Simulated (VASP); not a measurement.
Input:

```xyz
4
Lattice="4.1494 2.0709 2.0709 2.0709 4.1494 2.0709 2.0709 2.0709 4.1494" Properties=species:S:1:pos:R:3 pbc="T T T"
Ni     0.0000     0.0000     0.0000
Ni     4.1456     4.1456     4.1456
O      2.0728     2.0728     2.0728
O      6.2184     6.2184     6.2184
```
Starting moments (μB, in the order of the record's atoms Ni Ni O O): 1.3 -1.3 0.0 0.0.

Calculation: optB86b-vdW, VASP's PBE PAW potentials (set 64) (plane waves; VASP). Numerical set-up: 520 eV cut-off, Gaussian smearing of 0.050 eV, potentials Ni O.

Question: What does the run give for the cell moment, band gap (along the path) with the smallest direct gap where there is one?

Answer: 
- band gap (along the path) = 1.05 eV
- smallest direct gap (along the path) = 1.24 eV
- cell moment = 0.00 μB

The compound is NiO in the rock salt, AFM-II order structure. It was relaxed first.
